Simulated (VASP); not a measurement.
Data:

```
PbTe
1.0
    0.00000     3.29460     3.29460
    3.29460     0.00000     3.29460
    3.29460     3.29460     0.00000
Te Pb
1 1
Cartesian
  3.29460   3.29460   3.29460
  0.00000   0.00000   0.00000
```

Method: PBE GGA, VASP's PBE PAW potentials (set 64) (plane waves; VASP). Numerical set-up: 150 eV cut-off, 6×6×6 Γ-centred mesh, Gaussian smearing of 0.050 eV, potentials Te Pb_d.

At this cut-off the stress carries a Pulay error, which pulls relaxed volumes low.

Give the stress tensor in GPa (positive for a compressed cell).

```
-136.20     0.00     0.00
   0.00  -136.20     0.00
   0.00     0.00  -136.20
```
The pressure is its mean diagonal, -136.20 GPa.

The compound is PbTe in the rock salt structure. The cell was not relaxed at this level. The run is one of a series of settings (ENCUT = 150 against the base run), some of them coarse on purpose.
